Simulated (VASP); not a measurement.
Write the native input for VASP 6.6.1 that does the following.

```yaml
Task: single point
Functional: PBE
Potentials_or_basis: VASP PAW PBE potentials, release 64 (Ni)
Cutoff: 520 eV
k_mesh: 12 × 12 × 12
Occupations: gaussian, width 0.1 eV
Spin: collinear spin, ferromagnetic start
Starting_moments: "[0.8] μB"
Further_INCAR_settings: ALGO = Fast; EDIFF = 1e-07
```

The structure of Ni lies in POSCAR:

```
Ni                                      
1.0
    0.0000000000      1.7777585225      1.7777585225
    1.7777585225      0.0000000000      1.7777585225
    1.7777585225      1.7777585225      0.0000000000
  Ni            
     1
Direct
     0.0000000000000000    0.0000000000000000    0.0000000000000000
```

The cell isn't the ideal one: a relaxed cell with its volume scaled by 1.03.

One way to write it, as run:

INCAR

```
SYSTEM = Ni
PREC     = Accurate       ! precision mode
ENCUT    = 520            ! plane-wave cutoff, eV
EDIFF    = 1E-7           ! SCF threshold, eV
ISMEAR   = 0              ! smearing method
SIGMA    = 0.1            ! smearing width, eV
LREAL    = .False.        ! projectors in reciprocal space
LASPH    = .True.         ! aspherical terms in the spheres
NELM     = 100            ! most SCF steps
ALGO     = Fast           ! electronic algorithm
ISIF     = 2              ! what is computed and relaxed
LWAVE    = .False.        ! write WAVECAR
LCHARG   = .False.        ! write CHGCAR
ISPIN    = 2              ! spin polarisation
MAGMOM   = 0.8            ! initial moments
LORBIT   = 11             ! projections on sites
LMAXMIX  = 4              ! l up to which the mixer works
GGA      = PE             ! functional
```

KPOINTS

```
regular mesh
0
Gamma
  12 12 12
  0 0 0
```

Potentials or basis: VASP PAW PBE potentials, release 64 (Ni).

Command:

```bash
$ cat potpaw_PBE.64/Ni/POTCAR > POTCAR
$ mpirun -np 1 vasp_std > vasp.out
```

Results of the run:

```
Pressure                                              : -5.4 GPa
Band gap on the k mesh                                : none (metal or under the smearing width)
Net moment                                            : 0.69 μB per cell
Site moments                                          : Ni +0.71 μB
Valence electrons inside the program's atomic spheres : Ni 9.25
```

It took 18 s on 1 thread of Intel(R) Xeon(R) Platinum 8488C (Sapphire Rapids) (shared host), peak memory 0.13 GiB.
